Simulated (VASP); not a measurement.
**NiPt: convergence with the plane-wave cutoff and smearing**

How sensitive are energy, pressure and forces of NiPt to the plane-wave cutoff and smearing? The atoms are off their equilibrium sites, so that forces can be compared too. The series runs use r2SCAN. The plane-wave cutoff tried: ENCUT = 160; ENCUT = 200; ENCUT = 240; ENCUT = 270; ENCUT = 310; ENCUT = 350; ENCUT = 430; ENCUT = 540. The smearing tried: ISMEAR = 0, SIGMA = 0.01; ISMEAR = 0, SIGMA = 0.05; ISMEAR = 0, SIGMA = 0.1; ISMEAR = 0, SIGMA = 0.2; ISMEAR = 0, SIGMA = 0.5; ISMEAR = 2, SIGMA = 0.01; ISMEAR = 2, SIGMA = 0.05; ISMEAR = 2, SIGMA = 0.1; ISMEAR = 2, SIGMA = 0.2; ISMEAR = 2, SIGMA = 0.5; ISMEAR = -5. The atoms of the start are displaced at random from the sites of a P4/mmm cell.

Method: r2SCAN, spin-polarised from a ferromagnetic start (one magnetic atom a cell); plane waves and PAW (Ni, Pt), in VASP 6.6.1.

### Step 1. The structure

The structure is orthorhombic, space group Pmm2 (No. 25). That holds within 0.01 Å; VASP, at its tighter tolerance, finds 1 operation. The conventional cell has a = 2.710 Å, b = 3.578 Å, c = 2.710 Å, α = 90.00°, β = 90.00°, γ = 90.00°. Ni has 8 Pt at 2.59 to 2.65 Å and 4 Ni at 2.71 Å nearest. Nearest to Pt lie 8 Ni at 2.59 to 2.65 Å and 4 Pt at 2.71 Å. Farther neighbours are not listed. That group holds within 0.01 Å; judged at 0.001 Å it is Pm (No. 6).

As a file:

```
Ni Pt
1.0
     2.70994    0.00000    0.00000
     0.00000    2.70994    0.00000
     0.00000    0.00000    3.57832
Ni Pt
1 1
Cartesian
  1.3394 1.3863 1.8247
  -0.0155 -0.0252 0.0332
```

### Step 2. Plane-wave cutoff: ENCUT = 160

The basis grows with ENCUT, and energy and stress both move with it. r2SCAN adds the kinetic-energy density, costs more than a GGA and is run with LASPH.

The input, INCAR:

```
SYSTEM = NiPt
PREC = Accurate
ENCUT = 160
EDIFF = 1E-06
NELM = 100
ISMEAR = -1
SIGMA = 0.05
LREAL = .FALSE.
ALGO = Normal
METAGGA = R2SCAN
LASPH = .TRUE.
NBANDS = 17
ISPIN = 2
MAGMOM = 1 0
LMAXMIX = 4
LORBIT = 11
LWAVE = .FALSE.
LCHARG = .FALSE.
KPAR = 2
ISIF = 2
```

The input, POSCAR:

```
NiPt
1.0
    2.7099397941      0.0000000000      0.0000000000
    0.0000000000      2.7099397941      0.0000000000
    0.0000000000      0.0000000000      3.5783200000
Ni Pt
1 1
Direct
    0.4942610000      0.5115520000      0.5099310000
   -0.0057030000     -0.0093140000      0.0092740000
```

The input, KPOINTS:

```
Automatic mesh
0
Gamma
8 8 6
0 0 0
```

Potentials, in the order of the species: Ni and Pt (PBE family, release 64).

Launch:

```bash
$ mpirun -np 2 vasp_std
```

The program printed:

```text
[banner, memory and clock lines left out]
running    2 mpi-ranks, on    1 nodes
 distrk:  each k-point on    1 cores,    2 groups
 distr:  one band on    1 cores,    1 groups

 POSCAR found type information on POSCAR NiPt
 POSCAR found :  2 types and       2 ions
|                                                                             |
|               ----> ADVICE to this user running VASP <----                  |
|                                                                             |
|     You enforced a specific xc type in the INCAR file but a different       |
|     [... a line on the potential file left out ...]
|     I HOPE YOU KNOW WHAT YOU ARE DOING!                                     |
|                                                                             |

 LDA part: xc-table for (None), standard interpolation
 POSCAR, INCAR and KPOINTS ok, starting setup
 FFT: planning ... GRIDC
 FFT: planning ... GRID_SOFT
 FFT: planning ... GRID
 WAVECAR not read
 entering main loop
       N       E                     dE             d eps       ncg     rms          rms(c)
DAV:   1    -0.311708546686E+02   -0.31171E+02   -0.48652E+03 15924   0.457E+02
DAV:   2    -0.680715856815E+02   -0.36901E+02   -0.34916E+02 14490   0.118E+02
DAV:   3    -0.684534077175E+02   -0.38182E+00   -0.38013E+00 15700   0.123E+01
DAV:   4    -0.684542670327E+02   -0.85932E-03   -0.85926E-03 14992   0.592E-01
DAV:   5    -0.684542711682E+02   -0.41356E-05   -0.41352E-05 15357   0.410E-02    0.288E+01
DAV:   6    -0.644625837488E+02    0.39917E+01   -0.35991E+01 13556   0.811E+01    0.178E+01
DAV:   7    -0.596382592656E+02    0.48243E+01   -0.81728E+00 13934   0.516E+01    0.376E+00
DAV:   8    -0.597378955488E+02   -0.99636E-01   -0.32171E-01 13958   0.585E+00    0.152E+00
DAV:   9    -0.597521605084E+02   -0.14265E-01   -0.32923E-02 13878   0.245E+00    0.932E-01
DAV:  10    -0.597553641644E+02   -0.32037E-02   -0.65252E-03 14226   0.124E+00    0.262E-01
DAV:  11    -0.597559919965E+02   -0.62783E-03   -0.63048E-04 14095   0.268E-01    0.846E-02
DAV:  12    -0.597560447405E+02   -0.52744E-04   -0.57948E-05 15272   0.700E-02    0.337E-02
DAV:  13    -0.597560592743E+02   -0.14534E-04   -0.13849E-05 15470   0.436E-02    0.167E-02
DAV:  14    -0.597560611228E+02   -0.18486E-05   -0.20594E-06 13888   0.152E-02    0.542E-03
DAV:  15    -0.597560615292E+02   -0.40632E-06   -0.36255E-07  7557   0.596E-03
   1 F= -.59756062E+02 E0= -.59746842E+02  d E =-.184382E-01  mag=     0.9413
```

Elapsed: 26 s, on 2 MPI ranks of Intel Xeon 6975P-C (Granite Rapids), shared host; peak memory 0.24 GiB; 51 s of CPU time.

Lines that name or quote the potential files are left out of all logs, and their timing lines are given in words.

OUTCAR, selected parts (step 2):

```text
ion  position               nearest neighbor table
   1  0.494  0.512  0.510-   2 2.59   2 2.59   2 2.59   2 2.59   2 2.65   2 2.65   2 2.65   2 2.65

  LATTYP: Found a simple tetragonal cell.
 ALAT       =     2.7099397941
 C/A-ratio  =     1.3204426193

 Subroutine GETGRP returns: Found  1 space group operations
 (whereof  1 operations were pure point group operations)

The static configuration has the point symmetry C_1 .

 Found    196 irreducible k-points:

   k-points           NKPTS =    196   k-points in BZ     NKDIM =    196   number of bands    NBANDS=     17

   dimension x,y,z NGX =    12 NGY =   12 NGZ =   16
   dimension x,y,z NGXF=    24 NGYF=   24 NGZF=   32

   ENCUT  =  160.0 eV  11.76 Ry    3.43 a.u.   2.79  2.79  3.69*2*pi/ulx,y,z

   NELECT =      20.0000    total number of electrons

 k-points in reciprocal lattice and weights: Automatic mesh
   0.00000000  0.00000000  0.00000000       0.003
   0.12500000  0.00000000  0.00000000       0.005
   0.00000000  0.12500000  0.00000000       0.005
   0.25000000  0.00000000  0.00000000       0.005
   0.00000000  0.25000000  0.00000000       0.005
   0.37500000  0.00000000  0.00000000       0.005
   0.00000000  0.37500000  0.00000000       0.005
   0.50000000  0.00000000  0.00000000       0.003
   0.00000000  0.50000000  0.00000000       0.003
[...]
-0.37500000  0.50000000  0.50000000       0.005
   0.50000000  0.50000000  0.50000000       0.003

 average (electrostatic) potential at core
       1 -88.0677       2 -70.6073

 E-fermi :   9.6001

 spin component 1
 k-point     1 :       0.0000    0.0000    0.0000
  band No.  band energies     occupation
    ...
      7       7.9724      1.00000
      8       8.2018      1.00000
      9       8.9678      1.00000
     10       8.9830      1.00000
     11       9.3567      0.99238
     12      13.5312      0.00000
     13      21.3509      0.00000
     14      22.5110      0.00000
     15      22.5475      0.00000
     16      29.2515      0.00000
    ...

 k-point     2 :       0.1250    0.0000    0.0000
  band No.  band energies     occupation
    ...
      7       7.4258      1.00000
      8       8.0559      1.00000
      9       8.2442      1.00000
     10       8.8810      1.00000
     11       9.0552      0.99998
     12      14.7159      0.00000
     13      19.9215      0.00000
     14      21.8739      0.00000
     15      23.3071      0.00000
     16      29.5899      0.00000
    ...

 k-point     3 :       0.0000    0.1250    0.0000
  band No.  band energies     occupation
    ...
      7       7.4213      1.00000
      8       8.0607      1.00000
      9       8.2319      1.00000
     10       8.8940      1.00000
     11       9.0459      0.99998
     12      14.7127      0.00000
     13      19.9314      0.00000
     14      21.8849      0.00000
     15      23.2793      0.00000
     16      29.5976      0.00000
    ...

 k-point     4 :       0.2500    0.0000    0.0000
  band No.  band energies     occupation
    ...
      7       7.2876      1.00000
      8       7.5578      1.00000
      9       8.1557      1.00000
     10       8.3476      1.00000
     11       8.9481      1.00000
     12      16.6689      0.00000
     13      17.3745      0.00000
     14      21.5657      0.00000
     15      25.3618      0.00000
     16      27.5684      0.00000
    ...

 k-point     5 :       0.0000    0.2500    0.0000
  band No.  band energies     occupation
    ...
      7       7.2994      1.00000
      8       7.5307      1.00000
      9       8.1640      1.00000
     10       8.3145      1.00000
     11       8.9615      1.00000
     12      16.6780      0.00000
     13      17.3620      0.00000
     14      21.5655      0.00000
     15      25.3541      0.00000
     16      27.5714      0.00000
    ...

 k-point     6 :       0.3750    0.0000    0.0000
  band No.  band energies     occupation
    ...
      7       7.1068      1.00000
      8       7.1718      1.00000
      9       7.6587      1.00000
     10       8.5415      1.00000
     11       9.0866      0.99997
     12      13.7381      0.00000
     13      20.1837      0.00000
     14      21.5850      0.00000
     15      25.5861      0.00000
     16      27.2230      0.00000
    ...

  Total      -50.1622124    -50.2463704    -49.8290010      0.0002267      0.0015926      0.0004785
  in kB    -3058.3614060  -3063.4924726  -3038.0456955      0.0138224      0.0971007      0.0291751
  external PRESSURE =   -3053.2998580 kB  Pullay stress =       0.0000000 kB

  energy-cutoff  :      160.00
  volume of cell :       26.28
      direct lattice vectors                 reciprocal lattice vectors
     2.709939794  0.000000000  0.000000000     0.369011888  0.000000000  0.000000000
     0.000000000  2.709939794  0.000000000     0.000000000  0.369011888  0.000000000
     0.000000000  0.000000000  3.578320000     0.000000000  0.000000000  0.279460753

 POSITION                                       TOTAL-FORCE (eV/Angst)
 -----------------------------------------------------------------------------------
      1.33942      1.38628      1.82470         0.004620     -0.605029     -0.046974
      2.69449      2.68470      0.03319        -0.004620      0.605029      0.046974
 -----------------------------------------------------------------------------------
    total drift:                                0.037069     -0.013078     -0.011869

  FREE ENERGIE OF THE ION-ELECTRON SYSTEM (eV)
  ---------------------------------------------------
  free  energy   TOTEN  =       -59.7560615292 eV

  energy  without entropy=      -59.7376233764  energy(sigma->0) =      -59.74684245

 total charge
# of ion       s       p       d       tot
------------------------------------------
    1        0.418   0.447   8.904   9.769
    2        0.697   0.693   8.519   9.910
--------------------------------------------------
tot          1.115   1.140  17.423  19.678

 magnetization (x)
# of ion       s       p       d       tot
------------------------------------------
    1       -0.005  -0.010   0.622   0.608
    2       -0.003  -0.023   0.397   0.371
--------------------------------------------------
tot         -0.008  -0.033   1.020   0.979

[... 6 further parts left out ...]
```

The magnetic state follows from one typed start and may not be the lowest. The k-mesh is coarse for a metal. SCAN-type functionals tend to overstate the moments of itinerant magnets. The PAW data sets were made with PBE, which is usual practice but a small mismatch for other functionals.

This step gave:

| Property | Result |
| --- | --- |
| SCF cycles | 15 |
| electrons | 20 |
| bands | 17 |
| irreducible k-points | 196 |
| symmetry operations | 1 |
| free energy (TOTEN) | -59.7561 eV |
| energy at zero smearing | -59.7468 eV |
| Fermi energy | 9.600 eV |
| pressure | -305.3 GPa |
| moment of the cell, from the last line of the log | 0.9413 μB |
| metallic | yes |

Spin moment in the PAW sphere by atom:

```
atom  spin moment in the PAW sphere (μB)
 Ni1                               0.608
 Pt2                               0.371
```

The series starts at -29.8734 eV an atom and -305.33 GPa, after 15 cycles in 26 s.

### Step 3. Plane-wave cutoff: ENCUT = 200

Changes to INCAR since step 2:

```diff
@@ -2,3 +2,3 @@
 PREC = Accurate
-ENCUT = 160
+ENCUT = 200
 EDIFF = 1E-06
```

POSCAR is that of step 2.

KPOINTS is that of step 2.

Launch:

```bash
$ mpirun -np 2 vasp_std
```

The program printed:

```text
[banner, memory and clock lines left out]
running    2 mpi-ranks, on    1 nodes
[...]
[... a notice as in an earlier step ...]

 LDA part: xc-table for (None), standard interpolation
 POSCAR, INCAR and KPOINTS ok, starting setup
[...]
entering main loop
       N       E                     dE             d eps       ncg     rms          rms(c)
DAV:   1    -0.164335201648E+02   -0.16434E+02   -0.54551E+03 15170   0.589E+02
DAV:   2    -0.683706459297E+02   -0.51937E+02   -0.48832E+02 14195   0.150E+02
DAV:   3    -0.691731372068E+02   -0.80249E+00   -0.79788E+00 15741   0.205E+01
DAV:   4    -0.691775391042E+02   -0.44019E-02   -0.44015E-02 15285   0.147E+00
[...]
DAV:  14    -0.631115131887E+02   -0.32669E-04   -0.28311E-05 14041   0.656E-02    0.178E-02
DAV:  15    -0.631115160957E+02   -0.29070E-05   -0.48259E-06 13516   0.349E-02    0.551E-03
DAV:  16    -0.631115162058E+02   -0.11005E-06   -0.48277E-07  6810   0.948E-03
   1 F= -.63111516E+02 E0= -.63103140E+02  d E =-.167523E-01  mag=     1.2460
```

Elapsed: 29 s, on 2 MPI ranks; peak memory 0.27 GiB.

OUTCAR, selected parts (step 3):

```text
  Total      -11.1887547    -11.2304745    -11.2299517      0.0046858      0.0011202      0.0010959
  in kB     -682.1719757   -684.7156111   -684.6837359      0.2856897      0.0683001      0.0668172
  external PRESSURE =    -683.8571076 kB  Pullay stress =       0.0000000 kB

 POSITION                                       TOTAL-FORCE (eV/Angst)
 -----------------------------------------------------------------------------------
      1.33942      1.38628      1.82470         0.007950     -0.254871     -0.021747
      2.69449      2.68470      0.03319        -0.007950      0.254871      0.021747
 -----------------------------------------------------------------------------------
    total drift:                                0.007632     -0.024171     -0.011298

  FREE ENERGIE OF THE ION-ELECTRON SYSTEM (eV)
  ---------------------------------------------------
  free  energy   TOTEN  =       -63.1115162058 eV

  energy  without entropy=      -63.0947638987  energy(sigma->0) =      -63.10314005

 magnetization (x)
# of ion       s       p       d       tot
------------------------------------------
    1       -0.006  -0.016   0.899   0.878
    2       -0.003  -0.042   0.447   0.401
--------------------------------------------------
tot         -0.009  -0.058   1.346   1.279

[... 1 part as in an earlier step ...]

[... 2 further parts left out ...]
[key lines of the parts left out:]
E-fermi :   9.8973
```

Against the run before the energy moves by -1678.15 meV an atom and the pressure by +236.94 GPa, after 16 cycles in 29 s.

### Step 4. Plane-wave cutoff: ENCUT = 240

Changes to INCAR since step 3:

```diff
@@ -2,3 +2,3 @@
 PREC = Accurate
-ENCUT = 200
+ENCUT = 240
 EDIFF = 1E-06
```

POSCAR is that of step 3.

KPOINTS is that of step 3.

Launch:

```bash
$ mpirun -np 2 vasp_std
```

The program printed:

```text
[... set-up lines as in an earlier step ...]
 entering main loop
       N       E                     dE             d eps       ncg     rms          rms(c)
DAV:   1    -0.484441625698E+01   -0.48444E+01   -0.60319E+03 15017   0.722E+02
DAV:   2    -0.679530285960E+02   -0.63109E+02   -0.58952E+02 14014   0.173E+02
DAV:   3    -0.692088580723E+02   -0.12558E+01   -0.12455E+01 15855   0.280E+01
DAV:   4    -0.692195000960E+02   -0.10642E-01   -0.10640E-01 15426   0.240E+00
[...]
DAV:  14    -0.636661686446E+02   -0.10199E-03   -0.10375E-04 14610   0.134E-01    0.296E-02
DAV:  15    -0.636661775071E+02   -0.88625E-05   -0.87169E-06 15169   0.491E-02    0.126E-02
DAV:  16    -0.636661766358E+02    0.87130E-06   -0.24867E-06 11935   0.189E-02
   1 F= -.63666177E+02 E0= -.63657816E+02  d E =-.167214E-01  mag=     1.3057
```

Wall time 43 s (2 MPI ranks); peak memory 0.28 GiB; 84 s of CPU time.

Parts of OUTCAR (step 4):

```text
  Total       -1.5588998     -1.5777461     -1.7832220      0.0049313      0.0059828      0.0007492
  in kB      -95.0452287    -96.1942784   -108.7220242      0.3006581      0.3647692      0.0456760
  external PRESSURE =     -99.9871771 kB  Pullay stress =       0.0000000 kB

 POSITION                                       TOTAL-FORCE (eV/Angst)
 -----------------------------------------------------------------------------------
      1.33942      1.38628      1.82470        -0.018698     -0.270222     -0.021908
      2.69449      2.68470      0.03319         0.018698      0.270222      0.021908
 -----------------------------------------------------------------------------------
    total drift:                               -0.040906      0.035970     -0.003253

  FREE ENERGIE OF THE ION-ELECTRON SYSTEM (eV)
  ---------------------------------------------------
  free  energy   TOTEN  =       -63.6661766358 eV

  energy  without entropy=      -63.6494551931  energy(sigma->0) =      -63.65781591

 magnetization (x)
# of ion       s       p       d       tot
------------------------------------------
    1       -0.005  -0.014   0.957   0.937
    2       -0.005  -0.043   0.446   0.398
--------------------------------------------------
tot         -0.010  -0.058   1.403   1.335

[... 1 part as in an earlier step ...]

[... 2 further parts left out ...]
[key lines of the parts left out:]
E-fermi :  10.0694
```

Against the run before the energy moves by -277.34 meV an atom and the pressure by +58.39 GPa, after 16 cycles in 43 s.

### Step 5. Plane-wave cutoff: ENCUT = 270

Changes to INCAR since step 4:

```diff
@@ -2,3 +2,3 @@
 PREC = Accurate
-ENCUT = 240
+ENCUT = 270
 EDIFF = 1E-06
```

POSCAR is that of step 4.

KPOINTS is that of step 4.

Launch:

```bash
$ mpirun -np 2 vasp_std
```

The program printed:

```text
[... set-up lines as in an earlier step ...]
 entering main loop
       N       E                     dE             d eps       ncg     rms          rms(c)
DAV:   1     0.428917592114E+01    0.42892E+01   -0.64361E+03 14704   0.818E+02
DAV:   2    -0.675316852482E+02   -0.71821E+02   -0.67124E+02 13849   0.190E+02
DAV:   3    -0.691846569309E+02   -0.16530E+01   -0.16357E+01 15799   0.337E+01
DAV:   4    -0.692013231904E+02   -0.16666E-01   -0.16663E-01 15640   0.305E+00
[...]
DAV:  14    -0.637267881844E+02   -0.11319E-03   -0.11254E-04 14715   0.143E-01    0.342E-02
DAV:  15    -0.637267967209E+02   -0.85366E-05   -0.98701E-06 16292   0.593E-02    0.141E-02
DAV:  16    -0.637267959202E+02    0.80076E-06   -0.27011E-06 12697   0.200E-02
   1 F= -.63726796E+02 E0= -.63718430E+02  d E =-.167325E-01  mag=     1.3174
```

Wall time 40 s (2 MPI ranks); peak memory 0.32 GiB.

Parts of OUTCAR (step 5):

```text
  Total       -0.1275397     -0.1318320     -0.3115816      0.0003398      0.0063303     -0.0014308
  in kB       -7.7760245     -8.0377194    -18.9969543      0.0207167      0.3859560     -0.0872364
  external PRESSURE =     -11.6035660 kB  Pullay stress =       0.0000000 kB

 POSITION                                       TOTAL-FORCE (eV/Angst)
 -----------------------------------------------------------------------------------
      1.33942      1.38628      1.82470         0.001363     -0.297093     -0.022525
      2.69449      2.68470      0.03319        -0.001363      0.297093      0.022525
 -----------------------------------------------------------------------------------
    total drift:                                0.002373     -0.006939     -0.003065

  FREE ENERGIE OF THE ION-ELECTRON SYSTEM (eV)
  ---------------------------------------------------
  free  energy   TOTEN  =       -63.7267959202 eV

  energy  without entropy=      -63.7100633772  energy(sigma->0) =      -63.71842965

 magnetization (x)
# of ion       s       p       d       tot
------------------------------------------
    1       -0.005  -0.014   0.969   0.950
    2       -0.005  -0.044   0.444   0.395
--------------------------------------------------
tot         -0.010  -0.058   1.413   1.345

[... 1 part as in an earlier step ...]

[... 2 further parts left out ...]
[key lines of the parts left out:]
E-fermi :  10.1016
```

Against the run before the energy moves by -30.31 meV an atom and the pressure by +8.84 GPa, after 16 cycles in 40 s.

[end of part 1 of 4]

[Lines on the potential files, build, host, timing and source positions are cut from VASP's logs without a mark.]

[Logs are printed without paths, hosts, clocks, repeated set-up lines and the standing remarks that a program may print on its own settings, such as how far it seeks lower states.]

[Hosts, paths, dates, database ids (printed as entryN), source tags and the programs' standing remarks are cut or masked in the printed files.]

[A measured line is paired with the nearest computed mode of its activity, which favours agreement.]
